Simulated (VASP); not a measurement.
Given:

```
CELL_PARAMETERS angstrom
      3.95674     0.00000     0.00000
      0.00000     2.84176     2.85512
      0.00000    -2.84176     2.85512
ATOMIC_POSITIONS crystal
  Ba 0.00000 0.00407 0.00407
  Ti 0.50000 0.51785 0.51785
  O  0.50000 0.98005 0.49053
  O  0.50000 0.49053 0.98005
  O  0.00000 0.48739 0.48739
```

Computed with PBEsol GGA, VASP's PBE PAW potentials (set 64) (plane waves; VASP). Run with 520 eV cut-off, 6×6×6 Γ-centred mesh, tetrahedra with Blöchl corrections, potentials Ba_sv Ti_sv O.

Unless said otherwise, spin-orbit coupling is left out, though it shifts the bands of the heavy elements here.

### Question
What does the run give for the energy per atom (σ→0), band gap (on the k-mesh) with the smallest direct gap where there is one?

### Answer

```
Item                                         Result
-----------------------------------  --------------
band gap (on the k-mesh)                    2.11 eV
smallest direct gap (on the k-mesh)         2.50 eV
energy per atom (σ→0)                -8401 meV/atom
```

Total energies compare only between runs with the same potentials, cut-off and functional.

The structure comes from a computed database's BaTiO3 entry (Amm2); how it stands against other phases isn't given here. It was relaxed first.
